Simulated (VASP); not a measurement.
Energy against volume of CdTe (zinc blende). Calculation: optB88-vdW, VASP's PBE PAW potentials (set 64) (plane waves; VASP).

| V (Å³/atom) | E (eV/atom) |
|---|---|
| 33.721 | 0.25712 |
| 34.798 | 0.24417 |
| 35.874 | 0.24019 |
| 36.950 | 0.24374 |
| 38.026 | 0.25363 |

Q: Fit a third-order Birch-Murnaghan equation of state.

A: 
```json
{
 "volume_per_atom": "35.87 Å³/atom",
 "bulk_modulus": "37.3 GPa",
 "pressure_derivative_of_the_bulk_modulus": "4.78",
 "lattice_constant_a": "12.465 bohr"
}
```

Measured: bulk modulus 43.7 GPa (computed value off by -14.7 %), as given by Elmahjoubi et al., (2023), arXiv:2303.01780; a 6.480 Å (computed value off by +1.8 %), as given by M J Lucero et al., Journal of Physics Condensed Matter (2012), arXiv:1111.4515. The calculation is for a static lattice, while the measured bulk modulus, a hold thermal and zero-point effects, which are part of the difference.

The compound is CdTe in the zinc blende structure. It was relaxed first, which changed the volume by +5 %.
